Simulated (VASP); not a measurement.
All values below come from PBE GGA, VASP's PBE PAW potentials (set 64) (plane waves; VASP).

Input for VASP

INCAR:
```
LCHARG  =  .False.
ENCUT  =  300   # plane-wave cut-off (eV)
EDIFF  =  1E-6   # SCF stop (eV)
ISMEAR  =  0
SIGMA  =  0.272
PREC  =  Accurate
LWAVE  =  .False.
ISIF  =  2   # forces and stress, cell fixed
LREAL  =  .False.
LASPH  =  .True.   # aspherical one-centre terms
SYSTEM  =  Si2W
NELM  =  100
ALGO  =  Normal   # blocked Davidson
GGA  =  PE
LMAXMIX  =  6
```

**KPOINTS**
```
Automatic mesh
0
gamma
 10 10 10
0.5 0.5 0.5
```

**POSCAR**
```
Si2W
1
   -1.6073650000     1.6073650000     3.9010300000
    1.6073650000    -1.6073650000     3.9010300000
    1.6073650000     1.6073650000    -3.9010300000
Si W
2 1
Direct
  0.3349900000   0.3349900000   0.0000000000
  0.6650100000   0.6650100000   0.0000000000
  0.0000000000   0.0000000000   0.0000000000
```

POTCAR, in this order: Si W_sv (PBE.64 set). Program: vasp_std.

At this cut-off the stress carries a Pulay error, which pulls relaxed volumes low. Unless said otherwise, spin-orbit coupling is left out, though it shifts the bands of the heavy elements here.

Predict the energy per atom (σ→0), pressure, largest force, band gap (on the k-mesh).

```
Property                                                     Value
------------------------  ----------------------------------------
energy per atom (σ→0)                               -8.261 eV/atom
band gap (on the k-mesh)  none (metal, semimetal or under 0.01 eV)
pressure                                                  3.72 GPa
largest force                                           0.126 eV/Å
```

### OSZICAR
```
...
DAV:   6    -0.248936255945E+02    0.76063E+00   -0.45525E+00  3537   0.158E+01    0.885E+00
DAV:   7    -0.248128132943E+02    0.80812E-01   -0.29466E-01  3334   0.321E+00    0.465E+00
DAV:   8    -0.247904305382E+02    0.22383E-01   -0.45517E-02  3796   0.188E+00    0.309E-01
DAV:   9    -0.247900520153E+02    0.37852E-03   -0.12139E-03  3586   0.276E-01    0.180E-01
DAV:  10    -0.247899787953E+02    0.73220E-04   -0.29849E-04  3677   0.170E-01    0.338E-02
DAV:  11    -0.247899725094E+02    0.62859E-05   -0.34869E-05  3754   0.474E-02    0.139E-02
DAV:  12    -0.247899725525E+02   -0.43057E-07   -0.14187E-06  2417   0.827E-03
   1 F= -.24789973E+02 E0= -.24783673E+02  d E =-.125992E-01
```

The structure comes from a computed database's Si2W entry; how it stands against other phases isn't given here. The cell was not relaxed at this level.
